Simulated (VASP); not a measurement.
The system is CoSi2.

```
Co Si
1.0
     0.00000    2.67992    2.67992
     2.67992    0.00000    2.67992
     2.67992    2.67992    0.00000
Co Si
1 2
Direct
  0.00000 0.00000 0.00000
  0.25000 0.25000 0.25000
  0.75000 0.75000 0.75000
```

```yaml
Program: VASP 6.6.1
Task: relaxation of cell and atoms
Functional: PBEsol
Potentials_or_basis: VASP PAW PBE potentials, release 64 (Co, Si)
Cutoff: 600 eV
k_mesh: 14 × 14 × 14
Occupations: gaussian, width 0.1 eV
Spin: no spin polarisation
```

At the start: pressure -4.9 GPa; volume 12.83 Å³/atom.

Task: Where does the relaxation end?

Result: Over 4 steps the energy falls by 5.1 meV/atom and the volume is 12.49 Å³/atom (-2.6 %); space group Fm-3m (No. 225, to 0.05 Å).

The path:
```tsv
step	energy change (eV)	largest force (eV/Å)	pressure (GPa)	volume (Å³)
1	0.0000	0.0000	-4.87	38.49
2	0.0066	0.0000	6.35	36.36
3	-0.0154	0.0000	-0.15	37.51
4	-0.0154	0.0000	0.06	37.48
```

Final structure:
```
Co Si
1.0
     0.00000    2.65616    2.65616
     2.65616    0.00000    2.65616
     2.65616    2.65616    0.00000
Co Si
1 2
Cartesian
  0.0000 2.6562 2.6562
  1.3281 1.3281 1.3281
  3.9842 3.9842 3.9842
```

Caveat: the PAW data sets were made with another functional, which shifts forces and pressure a little.
